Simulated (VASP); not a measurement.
# LiH17O9 in VASP: a series of runs, part 2 of 2

VASP 6.6.1. Earlier steps stand in the parts before.

## (3) Single point, r2SCAN+D3(BJ)

Contents of POSCAR:

```
LiH17O9
1.0
    6.5731380000      0.0000000000      0.0000000000
    0.0000000000      6.5731380000      0.0000000000
    0.0000000000      0.0000000000      6.5731380000
O H Li
9 17 1
Direct
    0.3558270038     -0.0670608163      0.1607603553
    0.8609586471      0.4248807799      0.6652834613
    0.9099002638      0.5977966688      0.2669501234
    0.4018020008      0.2919762220      0.5151420828
    0.5465578237      0.4967338279     -0.0892876431
    0.2422587203      0.7097371149      0.4932651650
    1.0289149566      0.0992524423      0.4778387431
    0.6390250745      0.8954018613      0.5366843051
    0.9424113719     -0.0420499311      1.1426049476
    0.2170804873     -0.0706664001      0.1097192848
    0.4067615802      0.0677758477      0.1398418837
    0.8340004424      0.4903137588      0.5349651871
    0.9297385815      0.2977725403      0.6300643620
    0.9227708288      0.7505395444      0.2037535192
    0.9716668051      0.4989093489      0.1799292819
    0.2634814605      0.2439017711      0.4884881468
    0.4791014581      0.1687930483      0.5483530089
    0.5567964646      0.5619081784      0.0461575582
    0.6777280501      0.4395313167     -0.1189994794
    0.3158460997      0.7896532828      0.3914720792
    0.1292533338      0.6449735271      0.4232073022
    1.0907727785     -0.0223181074      0.5252894432
    0.9873366420      0.0576893411      0.3259782466
    0.6686152033      0.8876886504      0.3867102745
    0.7729185056      0.9252810454      0.5899465370
    0.8147402352     -0.0462336254      1.0742205625
    0.4049663950      0.5464056893      0.6598370520
```

Contents of INCAR.step1:

```
PREC     = Accurate       # precision mode
ENCUT    = 520            # plane-wave cutoff, eV
ISMEAR   = -1             # smearing method
SIGMA    = 0.02           # smearing width, eV
LREAL    = Auto         
LASPH    = T              # aspherical terms in the spheres
NELM     = 100            # most SCF steps
NBANDS   = 56             # bands
GGA      = PE             # functional
ALGO     = Normal         # electronic algorithm
EDIFF    = 1E-4           # SCF threshold, eV
LWAVE    = T              # write WAVECAR
LCHARG   = F              # write CHGCAR
```

Contents of INCAR.step2:

```
PREC     = Accurate       # precision mode
ENCUT    = 520            # plane-wave cutoff, eV
EDIFF    = 1E-6           # SCF threshold, eV
ISMEAR   = -1             # smearing method
SIGMA    = 0.02           # smearing width, eV
LREAL    = Auto         
LASPH    = T              # aspherical terms in the spheres
NELM     = 100            # most SCF steps
ALGO     = Normal         # electronic algorithm
ISIF     = 2              # what is computed and relaxed
LWAVE    = F              # write WAVECAR
LCHARG   = F              # write CHGCAR
METAGGA  = R2SCAN         # meta-GGA
LMIXTAU  = T            
IVDW     = 12             # dispersion correction
VDW_S6   = 1.0          
VDW_S8   = 0.78981345   
VDW_A1   = 0.49484001   
VDW_A2   = 5.73083694   
NBANDS   = 56             # bands
ISTART   = 1
```

Contents of KPOINTS:

```
Automatic mesh
0
Gamma
  1 1 1
```

Potentials or basis: VASP PAW PBE potentials, release 64 (O, H, Li_sv).

Run with:

```
> cat potpaw_PBE.64/O/POTCAR potpaw_PBE.64/H/POTCAR potpaw_PBE.64/Li_sv/POTCAR > POTCAR
> cp INCAR.step1 INCAR
> mpirun -np 1 vasp_gam > vasp.out
> cp INCAR.step2 INCAR
> mpirun -np 1 vasp_gam > vasp.out
```

OUTCAR:

```text
PREC = Accurate
   ENCUT = 520
   EDIFF = 1E-6
   ISMEAR = -1
   LREAL = Auto
   LASPH = T
   NELM = 100
   ISIF = 2
   METAGGA = R2SCAN
   IVDW = 12
   ISTART = 1
 IVDW          = 12

 ion  position               nearest neighbor table
   1  0.356  0.933  0.161-  11 0.96  10 0.97
   2  0.861  0.425  0.665-  12 0.97  13 0.98
   3  0.910  0.598  0.267-  15 0.96  14 1.09
   4  0.402  0.292  0.515-  16 0.98  17 0.98  27 1.92
   5  0.547  0.497  0.911-  19 0.96  18 0.99  27 1.92
   6  0.242  0.710  0.493-  21 0.97  20 0.98  27 1.87
   7  0.029  0.099  0.478-  22 0.95  23 1.07
   8  0.639  0.895  0.537-  25 0.97  24 1.01
   9  0.942  0.958  0.143-  26 0.95  23 1.40  14 1.43
  10  0.217  0.929  0.110-   1 0.97
  11  0.407  0.068  0.140-   1 0.96
  12  0.834  0.490  0.535-   2 0.97
  13  0.930  0.298  0.630-   2 0.98
  14  0.923  0.751  0.204-   3 1.09   9 1.43
  15  0.972  0.499  0.180-   3 0.96
  16  0.263  0.244  0.488-   4 0.98
  17  0.479  0.169  0.548-   4 0.98
  18  0.557  0.562  0.046-   5 0.99
  19  0.678  0.440  0.881-   5 0.96
[... 223 lines left out ...]
 fundamental gap:      4.7596132075
 Fermi energy:        -3.0850152571

 k-point     1 :       0.0000    0.0000    0.0000
  band No.  band energies     occupation
      1     -47.4416      2.00000
      2     -24.0233      2.00000
      3     -23.7534      2.00000
      4     -23.6656      2.00000
      5     -23.5325      2.00000
      6     -23.3690      2.00000
[... 41 lines left out ...]
     48       7.0228      0.00000
     49       7.0965      0.00000
 [bands above 49 left out]

------------------------ aborting loop because EDIFF is reached ----------------------------------------

 Edisp (eV)   -0.49022

 E8    (eV) :    -0.0779

  FORCE on cell =-STRESS in cart. coord.  units (eV):
  Direction    XX          YY          ZZ          XY          YZ          ZX
  --------------------------------------------------------------------------------------
  -------------------------------------------------------------------------------------
  Total       1.70618    -1.07065    -2.86962    -0.84018     0.24376     0.45746
  in kB       9.62535    -6.04004   -16.18889    -4.73985     1.37517     2.58075
  external pressure =       -4.20 kB  Pullay stress =        0.00 kB

 VOLUME and BASIS-vectors are now :
 -----------------------------------------------------------------------------
  energy-cutoff  :      520.00
  volume of cell :      284.00
      direct lattice vectors                 reciprocal lattice vectors
     6.573138000  0.000000000  0.000000000     0.152134338  0.000000000  0.000000000
     0.000000000  6.573138000  0.000000000     0.000000000  0.152134338  0.000000000
     0.000000000  0.000000000  6.573138000     0.000000000  0.000000000  0.152134338

 POSITION                                       TOTAL-FORCE (eV/Angst)
 -----------------------------------------------------------------------------------
      2.33890      6.13234      1.05670         0.471184     -0.635878      0.062056
      5.65920      2.79280      4.37300         0.021089     -0.030254      0.281319
      5.98090      3.92940      1.75470        -0.204432      0.718905      0.339733
      2.64110      1.91920      3.38610         0.302066     -0.231862      0.156636
      3.59260      3.26510      5.98624        -0.808528      0.748501      1.640845
      1.59240      4.66520      3.24230         0.363639      0.271640      0.445338
[... 19 lines left out ...]
      5.35540      6.26924      0.48786        -0.322000      0.494872     -0.493402
      2.66190      3.59160      4.33720         0.297987     -0.112907      0.048645
 -----------------------------------------------------------------------------------
    total drift:                               -0.004961     -0.002311      0.010002

  FREE ENERGIE OF THE ION-ELECTRON SYSTEM (eV)
  ---------------------------------------------------
  free  energy   TOTEN  =      -142.7768312542 eV

  energy  without entropy=     -142.7768312542  energy(sigma->0) =     -142.77683125
```

OUTCAR.step1:

```text
PREC = Accurate
   ENCUT = 520
   ISMEAR = -1
   LREAL = Auto
   LASPH = T
   NELM = 100
[... 327 lines left out ...]
      3.59260      3.26510      5.98624        -1.225020      0.738973      1.441283
      1.59240      4.66520      3.24230         0.486928      0.249275      0.945184
[... 19 lines left out ...]
      5.35540      6.26924      0.48786        -0.619745      0.488466     -0.672349
      2.66190      3.59160      4.33720         0.271074     -0.091072      0.047327
 -----------------------------------------------------------------------------------
    total drift:                               -0.007708      0.011676     -0.004074

  FREE ENERGIE OF THE ION-ELECTRON SYSTEM (eV)
  ---------------------------------------------------
  free  energy   TOTEN  =      -131.1122344637 eV

  energy  without entropy=     -131.1122344637  energy(sigma->0) =     -131.11223446
```

OSZICAR.step1:

```text
N       E                     dE             d eps       ncg     rms          rms(c)
DAV:   1     0.641130116911E+03    0.64113E+03   -0.40183E+04   112   0.125E+03
DAV:   2    -0.797428304241E+02   -0.72087E+03   -0.69258E+03   144   0.310E+02
DAV:   3    -0.142943110470E+03   -0.63200E+02   -0.62856E+02   136   0.995E+01
DAV:   4    -0.146109397961E+03   -0.31663E+01   -0.31570E+01   176   0.153E+01
DAV:   5    -0.146184633931E+03   -0.75236E-01   -0.75178E-01   168   0.222E+00    0.229E+01
DAV:   6    -0.131634905529E+03    0.14550E+02   -0.46705E+01   136   0.276E+01    0.834E+00
DAV:   7    -0.131335046456E+03    0.29986E+00   -0.20887E+00   136   0.531E+00    0.540E+00
DAV:   8    -0.131120441353E+03    0.21461E+00   -0.55395E-01   136   0.385E+00    0.897E-01
DAV:   9    -0.131106651972E+03    0.13789E-01   -0.86642E-02   144   0.135E+00    0.367E-01
DAV:  10    -0.131112343921E+03   -0.56919E-02   -0.17143E-02   128   0.648E-01    0.187E-01
DAV:  11    -0.131112288247E+03    0.55674E-04   -0.22682E-03   144   0.319E-01    0.916E-02
DAV:  12    -0.131112232172E+03    0.56076E-04   -0.15665E-03   128   0.245E-01    0.402E-02
DAV:  13    -0.131112234464E+03   -0.22922E-05   -0.28043E-04   144   0.909E-02
   1 F= -.13111223E+03 E0= -.13111223E+03  d E =-.154613E-12
```

It took 2.1 min on 1 thread of AMD EPYC 9R14 (Zen 4), shared host; peak memory 0.33 GiB.

What came out:

| Property | Result |
| --- | --- |
| Free energy | -142.7768 eV |
| Largest force | 1.976 eV/Å |
| Band gap on the k mesh | 4.76 eV, direct |
| Dispersion energy per atom | -0.018 eV |

Forces in eV/Å, atoms in the order of the input:
```
O    0.471 -0.636  0.062
O    0.021 -0.030  0.281
O   -0.204  0.719  0.340
O    0.302 -0.232  0.157
O   -0.809  0.749  1.641
O    0.364  0.272  0.445
O   -0.322  0.893 -0.668
O    0.029 -0.145 -1.596
O    0.193 -0.768  0.021
H   -0.378  0.289 -0.108
H   -0.074  0.384 -0.004
H    0.149 -0.060  0.059
H   -0.132  0.021 -0.303
H    0.356 -0.637  0.151
H    0.077 -0.104 -0.428
H   -0.190 -0.277 -0.059
H   -0.078  0.305 -0.147
H   -0.072 -0.477 -1.107
H    0.740 -0.053 -0.583
H   -0.135  0.034 -0.094
H   -0.528 -0.051 -0.332
H    0.707 -0.985  0.487
H   -0.229  0.162  0.582
H   -0.327  0.064  1.611
H    0.093  0.184  0.037
H   -0.322  0.495 -0.493
Li   0.298 -0.113  0.049
```

Levels at points of the mesh, in eV from the valence-band top:
| k point | band 33 | band 34 | band 35 | band 36 | band 37 | band 38 | band 39 | band 40 | band 41 | band 42 |
| --- | --- | --- | --- | --- | --- | --- | --- | --- | --- | --- |
| (0.00, 0.00, 0.00) | -0.83 | -0.67 | -0.43 | -0.03 | 0.00 | 4.76 | 7.70 | 8.02 | 8.47 | 8.61 |

Caveat: the cutoff is under 1.25 times the usual one of these potentials, so pressure, stress and relaxed cells hold a basis-set (Pulay) error; the PAW data sets were made with another functional, which shifts forces and pressure a little.

## (4) Single point, r2SCAN+D3(BJ)

Contents of POSCAR:

```
LiH17O9
1.0
    6.5731380000      0.0000000000      0.0000000000
    0.0000000000      6.5731380000      0.0000000000
    0.0000000000      0.0000000000      6.5731380000
O H Li
9 17 1
Direct
    0.3555379485     -0.0689168552      0.1677889617
    0.8602740426      0.4229182470      0.6649031254
    0.9103414534      0.5937346820      0.2659916770
    0.4009652619      0.2927977474      0.5081286898
    0.5451277609      0.5045687463     -0.0913870970
    0.2440234786      0.7055686340      0.4907397350
    1.0262221788      0.0982635691      0.4831025912
    0.6413223030      0.8964211614      0.5316334451
    0.9420158226     -0.0385812682      1.1464843732
    0.2186778978     -0.0678823417      0.1066157443
    0.4080090818      0.0688407881      0.1518604965
    0.8442847237      0.4754350205      0.5284234106
    0.9323400787      0.2979398881      0.6313879307
    0.9498659544      0.7349305613      0.2032971162
    0.9799124862      0.4989549892      0.1736004934
    0.2575938616      0.2424260680      0.4851868316
    0.4828135359      0.1780580295      0.5465730371
    0.5480335268      0.5540884734      0.0408937101
    0.6780323188      0.4386032972     -0.1238829917
    0.3037057795      0.8048667166      0.3979377886
    0.1216922572      0.6418852000      0.4302511221
    1.0913356756     -0.0378053831      0.5248786805
    0.9787410518      0.0476941150      0.3363081682
    0.6635795567      0.8871866071      0.3937693077
    0.7769804924      0.9113151131      0.5880904980
    0.8150140770     -0.0568221753      1.0777957195
    0.4079786549      0.5474402028      0.6559576263
```

Contents of INCAR.step1:

```
SYSTEM = LiH17O9
ALGO = Normal
EDIFF = 1E-4
ENCUT = 520
GGA = PE
ISMEAR = -1
LASPH = .TRUE.
LCHARG = .FALSE.
LREAL = Auto
LWAVE = .TRUE.
NBANDS = 56
NELM = 100
PREC = Accurate
SIGMA = 0.02
```

Contents of INCAR.step2:

```
SYSTEM = LiH17O9
ALGO = Normal
EDIFF = 1E-6
ENCUT = 520
ISIF = 2
ISMEAR = -1
ISTART = 1
IVDW = 12
LASPH = .TRUE.
LCHARG = .FALSE.
LMIXTAU = .TRUE.
LREAL = Auto
LWAVE = .FALSE.
METAGGA = R2SCAN
NBANDS = 56
NELM = 100
PREC = Accurate
SIGMA = 0.02
VDW_A1 = 0.49484001
VDW_A2 = 5.73083694
VDW_S6 = 1.0
VDW_S8 = 0.78981345
```

Contents of KPOINTS:

```
k-points
0
G
  1 1 1
  0 0 0
```

Potentials or basis: VASP PAW PBE potentials, release 64 (O, H, Li_sv).

Run with:

```
> cat potpaw_PBE.64/O/POTCAR potpaw_PBE.64/H/POTCAR potpaw_PBE.64/Li_sv/POTCAR > POTCAR
> cp INCAR.step1 INCAR
> mpirun -np 1 vasp_gam > vasp.out
> cp INCAR.step2 INCAR
> mpirun -np 1 vasp_gam > vasp.out
```

OUTCAR:

```text
SYSTEM = LiH17O9
   EDIFF = 1E-6
   ENCUT = 520
   ISIF = 2
   ISMEAR = -1
   ISTART = 1
   IVDW = 12
   LASPH = .TRUE.
   LREAL = Auto
   METAGGA = R2SCAN
   NELM = 100
   PREC = Accurate
 IVDW          = 12

 ion  position               nearest neighbor table
   1  0.356  0.931  0.168-  11 0.97  10 0.99
   2  0.860  0.423  0.665-  12 0.97  13 0.97
   3  0.910  0.594  0.266-  15 0.98  14 1.05
   4  0.401  0.293  0.508-  17 0.96  16 1.01  27 1.94
   5  0.545  0.505  0.909-  18 0.93  19 1.00  27 1.91
   6  0.244  0.706  0.491-  20 0.98  21 0.99  27 1.85
   7  0.026  0.098  0.483-  22 1.03  23 1.07
   8  0.641  0.896  0.532-  24 0.92  25 0.97
   9  0.942  0.961  0.146-  26 0.96  23 1.39
  10  0.219  0.932  0.107-   1 0.99
  11  0.408  0.069  0.152-   1 0.97
  12  0.844  0.475  0.528-   2 0.97
  13  0.932  0.298  0.631-   2 0.97
  14  0.950  0.735  0.203-   3 1.05
  15  0.980  0.499  0.174-   3 0.98
  16  0.258  0.242  0.485-   4 1.01
  17  0.483  0.178  0.547-   4 0.96
  18  0.548  0.554  0.041-   5 0.93
  19  0.678  0.439  0.876-   5 1.00
  20  0.304  0.805  0.398-   6 0.98
  21  0.122  0.642  0.430-   6 0.99
[... 222 lines left out ...]
 Fermi energy:        -2.7576849866

 k-point     1 :       0.0000    0.0000    0.0000
  band No.  band energies     occupation
      1     -47.4132      2.00000
      2     -24.0904      2.00000
      3     -23.8837      2.00000
      4     -23.8290      2.00000
      5     -23.5258      2.00000
      6     -23.3149      2.00000
[... 41 lines left out ...]
     48       6.9248      0.00000
     49       7.1205      0.00000
 [bands above 49 left out]

------------------------ aborting loop because EDIFF is reached ----------------------------------------

 Edisp (eV)   -0.49082

 E8    (eV) :    -0.0780

  FORCE on cell =-STRESS in cart. coord.  units (eV):
  Direction    XX          YY          ZZ          XY          YZ          ZX
  --------------------------------------------------------------------------------------
  -------------------------------------------------------------------------------------
  Total      -2.47538    -2.66928     3.29279    -0.38040     0.60336    -0.01085
  in kB     -13.96480   -15.05866    18.57620    -2.14600     3.40386    -0.06120
  external pressure =       -3.48 kB  Pullay stress =        0.00 kB

 VOLUME and BASIS-vectors are now :
 -----------------------------------------------------------------------------
  energy-cutoff  :      520.00
  volume of cell :      284.00
      direct lattice vectors                 reciprocal lattice vectors
     6.573138000  0.000000000  0.000000000     0.152134338  0.000000000  0.000000000
     0.000000000  6.573138000  0.000000000     0.000000000  0.152134338  0.000000000
     0.000000000  0.000000000  6.573138000     0.000000000  0.000000000  0.152134338

 POSITION                                       TOTAL-FORCE (eV/Angst)
 -----------------------------------------------------------------------------------
      2.33700      6.12014      1.10290         0.230991      0.290040     -0.299652
      5.65470      2.77990      4.37050         0.168407     -0.117624      0.158075
      5.98380      3.90270      1.74840         1.055565     -0.329655     -0.882634
      2.63560      1.92460      3.34000        -1.197578      0.422063     -0.234846
      3.58320      3.31660      5.97244         0.508034     -1.260513     -1.879774
      1.60400      4.63780      3.22570        -0.552481     -0.066036      0.687041
[... 19 lines left out ...]
      5.35720      6.19964      0.51136        -0.164357      0.296736     -0.223725
      2.68170      3.59840      4.31170         0.324016     -0.109128     -0.031562
 -----------------------------------------------------------------------------------
    total drift:                               -0.019194      0.009305     -0.035211

  FREE ENERGIE OF THE ION-ELECTRON SYSTEM (eV)
  ---------------------------------------------------
  free  energy   TOTEN  =      -142.4707084900 eV

  energy  without entropy=     -142.4707084900  energy(sigma->0) =     -142.47070849
```

OSZICAR.step1:

```text
N       E                     dE             d eps       ncg     rms          rms(c)
DAV:   1     0.643181773391E+03    0.64318E+03   -0.40178E+04   112   0.125E+03
DAV:   2    -0.789760354375E+02   -0.72216E+03   -0.69330E+03   144   0.310E+02
DAV:   3    -0.142576881849E+03   -0.63601E+02   -0.63240E+02   136   0.998E+01
DAV:   4    -0.145771598698E+03   -0.31947E+01   -0.31857E+01   184   0.154E+01
DAV:   5    -0.145842647730E+03   -0.71049E-01   -0.71008E-01   168   0.217E+00    0.229E+01
DAV:   6    -0.131321935948E+03    0.14521E+02   -0.46356E+01   136   0.277E+01    0.834E+00
DAV:   7    -0.131025193807E+03    0.29674E+00   -0.19670E+00   144   0.525E+00    0.540E+00
DAV:   8    -0.130816116669E+03    0.20908E+00   -0.57740E-01   136   0.387E+00    0.971E-01
DAV:   9    -0.130800342287E+03    0.15774E-01   -0.86709E-02   136   0.135E+00    0.388E-01
DAV:  10    -0.130805790734E+03   -0.54484E-02   -0.18857E-02   128   0.609E-01    0.202E-01
DAV:  11    -0.130806543794E+03   -0.75306E-03   -0.24709E-03   152   0.323E-01    0.804E-02
DAV:  12    -0.130806572582E+03   -0.28788E-04   -0.11667E-03   128   0.217E-01    0.359E-02
DAV:  13    -0.130806594622E+03   -0.22040E-04   -0.23843E-04   128   0.874E-02
   1 F= -.13080659E+03 E0= -.13080659E+03  d E =-.162331E-12
```

It took 2.2 min on 1 thread of AMD EPYC 9R14 (Zen 4), shared host; peak memory 0.32 GiB.

What came out:

```yaml
Free_energy: -142.4707 eV
Largest_force: 3.018 eV/Å
Band_gap_on_the_k_mesh: 4.51 eV, direct
Dispersion_energy_per_atom: -0.018 eV
```

Forces on the atoms (eV/Å):
```
O    0.231  0.290 -0.300
O    0.168 -0.118  0.158
O    1.056 -0.330 -0.883
O   -1.198  0.422 -0.235
O    0.508 -1.261 -1.880
O   -0.552 -0.066  0.687
O    1.199 -2.240  0.398
O   -0.576  0.062  2.962
O    0.489 -0.713 -0.179
H    0.020  0.242  0.214
H   -0.300 -0.392  0.129
H   -0.286  0.563 -0.165
H    0.021 -0.525  0.162
H   -0.748  0.136  0.368
H   -0.533  0.194  0.556
H    1.016 -0.145  0.198
H    0.197 -0.574  0.039
H    0.155  0.759  1.899
H   -0.764  0.714 -0.101
H   -0.034 -0.129 -0.561
H    0.348  0.394 -0.209
H   -0.557  1.957 -0.092
H   -0.301  0.577 -0.025
H    0.488 -0.211 -2.797
H   -0.208  0.205 -0.087
H   -0.164  0.297 -0.224
Li   0.324 -0.109 -0.032
```

Caveat: the cutoff is under 1.25 times the usual one of these potentials, so pressure, stress and relaxed cells hold a basis-set (Pulay) error; the PAW data sets were made with another functional, which shifts forces and pressure a little.
